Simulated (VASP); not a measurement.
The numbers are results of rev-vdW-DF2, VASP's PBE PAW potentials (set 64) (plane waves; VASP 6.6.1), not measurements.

A VASP calculation is set up with these files.

**KPOINTS**
```
K-points
0
G
6 6 4
```

### POSCAR
```
Te
1
    2.1538565131    -3.7305886307     0.0000000000
    2.1538565131     3.7305886307     0.0000000000
    0.0000000000     0.0000000000     5.8941587572
Te
3
Direct
  0.0000000000   0.2781232391   0.6666670000
  0.7218767609   0.7218767609   0.0000000000
  0.2781232391   0.0000000000   0.3333330000
```

INCAR:
```
! general
SYSTEM   = Te
PREC     = Accurate
ENCUT    = 520
LREAL    = .FALSE.
LASPH    = .TRUE.

! electronic loop
EDIFF    = 1E-7
NELM     = 100
ALGO     = Normal
LMAXMIX  = 4

! smearing
ISMEAR   = 0
SIGMA    = 0.05

! functional
GGA      = MK
LUSE_VDW = .TRUE.
AGGAC    = 0.0
PARAM1   = 0.1234568
PARAM2   = 0.7114
ZAB_VDW  = -1.8867

! ions
IBRION   = 2
NSW      = 30
ISIF     = 4
EDIFFG   = -0.01

! output
LWAVE    = .FALSE.
LCHARG   = .FALSE.
```

POTCAR, in this order: Te (PBE.64 set). Program: vasp_std.

The run wrote:

File OSZICAR:
```
       N       E                     dE             d eps       ncg     rms          rms(c)
DAV:   1     0.838607724694E+02    0.83861E+02   -0.67288E+03   624   0.111E+03
DAV:   2     0.786756105163E+00   -0.83074E+02   -0.80264E+02   860   0.158E+02
DAV:   3    -0.436593413500E+01   -0.51527E+01   -0.51134E+01   774   0.454E+01
DAV:   4    -0.445789203691E+01   -0.91958E-01   -0.91667E-01   738   0.717E+00
DAV:   5    -0.445960766560E+01   -0.17156E-02   -0.17156E-02   782   0.964E-01    0.141E+01
DAV:   6    -0.444592653677E+01    0.13681E-01   -0.18330E-02   674   0.951E-01    0.884E+00
DAV:   7    -0.444542863875E+01    0.49790E-03   -0.36754E-02   664   0.136E+00    0.304E-01
DAV:   8    -0.444473432081E+01    0.69432E-03   -0.61030E-03   639   0.522E-01    0.169E-01
DAV:   9    -0.444476307101E+01   -0.28750E-04   -0.19757E-04   801   0.108E-01    0.970E-02
DAV:  10    -0.444478784424E+01   -0.24773E-04   -0.29533E-05   673   0.458E-02    0.246E-02
DAV:  11    -0.444478482255E+01    0.30217E-05   -0.13017E-05   669   0.249E-02    0.133E-02
DAV:  12    -0.444478497247E+01   -0.14992E-06   -0.12715E-06   719   0.749E-03    0.393E-03
DAV:  13    -0.444478477147E+01    0.20100E-06   -0.10514E-07   457   0.267E-03    0.472E-03
DAV:  14    -0.444478464664E+01    0.12483E-06   -0.39204E-08   327   0.143E-03    0.958E-04
DAV:  15    -0.444478461960E+01    0.27038E-07   -0.59754E-09   312   0.563E-04
   1 F= -.44447846E+01 E0= -.44443253E+01  d E =-.444478E+01
       N       E                     dE             d eps       ncg     rms          rms(c)
DAV:   1    -0.445776245435E+01   -0.12978E-01   -0.50419E-01   634   0.405E+00    0.691E-01
DAV:   2    -0.445939213684E+01   -0.16297E-02   -0.21921E-02   704   0.929E-01    0.154E-01
DAV:   3    -0.445917739687E+01    0.21474E-03   -0.39316E-04   704   0.149E-01    0.108E-01
DAV:   4    -0.445911010258E+01    0.67294E-04   -0.25918E-04   649   0.102E-01    0.338E-02
DAV:   5    -0.445911316258E+01   -0.30600E-05   -0.28650E-05   664   0.345E-02    0.148E-02
DAV:   6    -0.445911333528E+01   -0.17271E-06   -0.99951E-07   832   0.799E-03    0.926E-03
DAV:   7    -0.445911323988E+01    0.95406E-07   -0.16134E-07   432   0.293E-03
   2 F= -.44591132E+01 E0= -.44585783E+01  d E =-.143286E-01
       N       E                     dE             d eps       ncg     rms          rms(c)
DAV:   1    -0.446281870681E+01   -0.37054E-02   -0.23298E+00   634   0.870E+00    0.141E+00
DAV:   2    -0.447025093381E+01   -0.74322E-02   -0.10098E-01   699   0.199E+00    0.318E-01
DAV:   3    -0.446922194073E+01    0.10290E-02   -0.18337E-03   704   0.321E-01    0.211E-01
DAV:   4    -0.446893198577E+01    0.28995E-03   -0.11599E-03   654   0.216E-01    0.650E-02
DAV:   5    -0.446894853469E+01   -0.16549E-04   -0.13070E-04   674   0.728E-02    0.306E-02
DAV:   6    -0.446895002119E+01   -0.14865E-05   -0.43343E-06   812   0.167E-02    0.199E-02
DAV:   7    -0.446895002688E+01   -0.56938E-08   -0.63531E-07   639   0.579E-03
   3 F= -.44689500E+01 E0= -.44685448E+01  d E =-.241654E-01
       N       E                     dE             d eps       ncg     rms          rms(c)
DAV:   1    -0.446913286991E+01   -0.18285E-03   -0.50038E-02   629   0.128E+00    0.206E-01
DAV:   2    -0.446929365379E+01   -0.16078E-03   -0.21032E-03   704   0.289E-01    0.450E-02
DAV:   3    -0.446927339419E+01    0.20260E-04   -0.37689E-05   699   0.458E-02    0.293E-02
DAV:   4    -0.446926870194E+01    0.46923E-05   -0.24192E-05   659   0.309E-02    0.934E-03
DAV:   5    -0.446926919419E+01   -0.49225E-06   -0.24097E-06   684   0.995E-03    0.435E-03
DAV:   6    -0.446926930427E+01   -0.11008E-06   -0.71162E-08   342   0.232E-03    0.248E-03
DAV:   7    -0.446926933722E+01   -0.32945E-07   -0.17585E-08   312   0.118E-03
   4 F= -.44692693E+01 E0= -.44688536E+01  d E =-.244847E-01
       N       E                     dE             d eps       ncg     rms          rms(c)
DAV:   1    -0.446925827232E+01    0.11032E-04   -0.15789E-03   634   0.227E-01    0.370E-02
DAV:   2    -0.446926354929E+01   -0.52770E-05   -0.66495E-05   699   0.514E-02    0.811E-03
DAV:   3    -0.446926307732E+01    0.47197E-06   -0.12140E-06   704   0.822E-03    0.524E-03
DAV:   4    -0.446926316647E+01   -0.89146E-07   -0.76470E-07   654   0.551E-03
   5 F= -.44692632E+01 E0= -.44688449E+01  d E =-.244785E-01
       N       E                     dE             d eps       ncg     rms          rms(c)
DAV:   1    -0.446936125115E+01   -0.98174E-04   -0.33439E-03   624   0.332E-01    0.348E-02
DAV:   2    -0.446936144707E+01   -0.19592E-06   -0.10969E-04   669   0.665E-02    0.151E-02
DAV:   3    -0.446935791129E+01    0.35358E-05   -0.59582E-06   704   0.167E-02    0.556E-03
DAV:   4    -0.446935778381E+01    0.12747E-06   -0.15415E-06   684   0.776E-03    0.210E-03
DAV:   5    -0.446935779315E+01   -0.93385E-08   -0.66403E-08   317   0.178E-03
   6 F= -.44693578E+01 E0= -.44689316E+01  d E =-.946267E-04
       N       E                     dE             d eps       ncg     rms          rms(c)
DAV:   1    -0.446942385754E+01   -0.66074E-04   -0.54439E-03   624   0.423E-01    0.444E-02
DAV:   2    -0.446942444182E+01   -0.58428E-06   -0.17842E-04   669   0.848E-02    0.192E-02
DAV:   3    -0.446941872884E+01    0.57130E-05   -0.96037E-06   704   0.212E-02    0.703E-03
DAV:   4    -0.446941852188E+01    0.20697E-06   -0.24446E-06   684   0.977E-03    0.267E-03
DAV:   5    -0.446941854162E+01   -0.19741E-07   -0.10357E-07   327   0.223E-03
   7 F= -.44694185E+01 E0= -.44689804E+01  d E =-.155375E-03
```

File OUTCAR:
```
------------------------ aborting loop because EDIFF is reached ----------------------------------------
  FORCE on cell =-STRESS in cart. coord.  units (eV):
  Direction    XX          YY          ZZ          XY          YZ          ZX
  --------------------------------------------------------------------------------------
  Total        1.3146178      1.3146176      1.3252469      0.0000000     -0.0000000      0.0000000
  in kB       22.2363830     22.2363786     22.4161703      0.0000000     -0.0000000      0.0000000
  external PRESSURE =      22.2963106 kB  Pullay stress =       0.0000000 kB
  volume of cell :       94.72
      direct lattice vectors                 reciprocal lattice vectors
     2.130571252 -3.690257290 -0.000000000     0.234678845 -0.135491908 -0.000000000
     2.130571252  3.690257290  0.000000000     0.234678845  0.135491908  0.000000000
     0.000000000 -0.000000000  6.023698826    -0.000000000 -0.000000000  0.166010956
 POSITION                                       TOTAL-FORCE (eV/Angst)
 -----------------------------------------------------------------------------------
      2.74254     -2.63029      4.01580         0.004756      0.008237     -0.000000
      3.03720     -0.00000      0.00000        -0.009512      0.000000     -0.000000
      2.74254      2.63029      2.00790         0.004756     -0.008237      0.000000
 -----------------------------------------------------------------------------------
    total drift:                               -0.000189     -0.000392      0.000015
  FREE ENERGIE OF THE ION-ELECTRON SYSTEM (eV)
  ---------------------------------------------------
  free  energy   TOTEN  =        -4.4694185416 eV

  energy  without entropy=       -4.4685421916  energy(sigma->0) =       -4.46898037

 reached required accuracy - stopping structural energy minimisation
```
(Selected blocks of OUTCAR.)

CONTCAR:
```
Te
   1.00000000000000
     2.1305712521607814   -3.6902572897769921   -0.0000000000000000
     2.1305712521607814    3.6902572897769921    0.0000000000000000
     0.0000000000000000   -0.0000000000000000    6.0236988263952318
  Te
     3
Direct
     0.9999999999932351    0.2872340036374846    0.6666669999999968
     0.7127659963692804    0.7127659963692804    0.0000000000000000
     0.2872340036374846    0.9999999999932351    0.3333330000000032
```

The compound is Te in the trig structure. This cell is one point of a volume scan, at 0.94 of the reference volume. Symmetry was kept, so distortions that lower it aren't found.
